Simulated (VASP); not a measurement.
The cell holds one ZrN (rock salt) (100) slab, with vacuum along c, ions free to move until forces fall under 0.03 eV/Å, no reconstruction beyond this cell, dipole correction on.

Data:

```xyz
8
Lattice="3.2202 0.0000 0.0000 0.0000 3.2202 0.0000 0.0000 0.0000 24.0231" Properties=species:S:1:pos:R:3 pbc="T T T"
Zr     0.0000     1.6101     8.7049
Zr     1.6101     0.0000    10.9065
Zr     0.0000     1.6101    13.1166
Zr     1.6101     0.0000    15.3182
N      0.0000     1.6101    10.8344
N      1.6101     0.0000     8.5556
N      3.2202     1.6101    15.4675
N      1.6101     0.0000    13.1887
```

Level of theory: PBEsol GGA, VASP's PBE PAW potentials (set 64) (plane waves; VASP). Numerical set-up: 450 eV cut-off, 9×9×1 Γ-centred mesh, first-order Methfessel-Paxton smearing of 0.10 eV, potentials Zr_sv N.

Slab and bulk use different k-meshes, so the surface energy is good to a few per cent at best.

```
Property                                                     Value
------------------------  ----------------------------------------
surface energy                                           1.65 J/m²
work function                                              2.28 eV
band gap (on the k-mesh)  none (metal, semimetal or under 0.01 eV)
```

The cell is a thin slab with vacuum, built from ZrN (rock salt): (100) face.
